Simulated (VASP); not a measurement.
These are RPBE GGA, VASP's PBE PAW potentials (set 64) (plane waves; VASP 6.6.1) values and carry that method's errors.

A VASP calculation is set up with these files.

POSCAR:
```
KF
1
    0.0000000000     2.7320289930     2.7320289930
    2.7320289930     0.0000000000     2.7320289930
    2.7320289930     2.7320289930     0.0000000000
K F
1 1
Direct
  0.0000000000   0.0000000000   0.0000000000
  0.5000000000   0.5000000000   0.5000000000
```

**KPOINTS**
```
Automatic mesh
0
Gamma
8 8 8
0 0 0
```

### INCAR
```
GGA = RP   ! RPBE
LREAL = .FALSE.   ! projection in real space or not
PREC = Accurate
SYSTEM = KF
LWAVE = .FALSE.
NELM = 100
ALGO = Normal   ! blocked Davidson
LASPH = .TRUE.   ! aspherical one-centre terms
EDIFF = 1E-7
ISMEAR = 0
ENCUT = 520
LCHARG = .FALSE.
ISIF = 2
SIGMA = 0.05
```

POTCAR, in this order: K_sv F (PBE.64 set). Program: vasp_std.

Task: What does the run give for the energy per atom (σ→0), pressure, band gap (on the k-mesh)?

Result: 
The energy per atom (σ→0) is -3.953 eV/atom. The band gap (on the k-mesh) is 6.15 eV and the pressure is 1.72 GPa.

**OSZICAR**
```
...
DAV:   9    -0.790411904334E+01   -0.33761E-02   -0.87420E-03   844   0.788E-01    0.137E-01
DAV:  10    -0.790541440771E+01   -0.12954E-02   -0.20850E-03   740   0.461E-01    0.682E-02
DAV:  11    -0.790548133280E+01   -0.66925E-04   -0.72157E-04   824   0.228E-01    0.263E-02
DAV:  12    -0.790547220555E+01    0.91273E-05   -0.11820E-04   848   0.892E-02    0.754E-03
DAV:  13    -0.790547462539E+01   -0.24198E-05   -0.16035E-05   772   0.407E-02    0.311E-03
DAV:  14    -0.790547491429E+01   -0.28890E-06   -0.63806E-07   924   0.778E-03    0.693E-04
DAV:  15    -0.790547495062E+01   -0.36328E-07   -0.46426E-08   572   0.215E-03
   1 F= -.79054750E+01 E0= -.79054750E+01  d E =-.149011E-12
```

The compound is KF in the rock salt structure. This cell is one point of a volume scan, at 0.94 of the reference volume.
